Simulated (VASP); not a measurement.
Data:

```
CELL_PARAMETERS angstrom
      1.47613    -2.55674     0.00000
      1.47613     2.55674     0.00000
      0.00000     0.00000     5.47447
ATOMIC_POSITIONS crystal
  Cd 0.33333 0.66667 0.25000
  Cd 0.66667 0.33333 0.75000
```

Level of theory: rev-vdW-DF2, VASP's PBE PAW potentials (set 64) (plane waves; VASP). Run with 520 eV cut-off, 14×14×7 Γ-centred mesh, first-order Methfessel-Paxton smearing of 0.10 eV, potentials Cd.

The ions and cell shape at fixed volume are relaxed. Which structure does the run end with?

```
CELL_PARAMETERS angstrom
      1.50668    -2.60964     0.00000
      1.50668     2.60964     0.00000
      0.00000     0.00000     5.25475
ATOMIC_POSITIONS crystal
  Cd 0.33333 0.66667 0.25000
  Cd 0.66667 0.33333 0.75000
```
Space group P6_3/mmc (194), at a tolerance of 0.03 Å.

How much energy does the relaxation gain?

The energy (σ→0) changes by -5.6 meV/atom, in 6 ionic steps.

| step | E(σ→0) (eV) | max force (eV/Å) | pressure (GPa) | volume (Å³) |
|---|---|---|---|---|
| 1 | 4.2296 | 0.000 | 3.89 | 41.32 |
| 2 | 4.2261 | 0.000 | 3.63 | 41.32 |
| 3 | 4.2231 | 0.000 | 3.33 | 41.32 |
| 4 | 4.2186 | 0.000 | 3.13 | 41.32 |
| 5 | 4.2187 | 0.000 | 3.20 | 41.32 |
| 6 | 4.2184 | 0.000 | 3.14 | 41.32 |

The compound is Cd in the hcp structure. This cell is one point of a volume scan, at 0.94 of the reference volume. Symmetry was kept, so distortions that lower it aren't found.
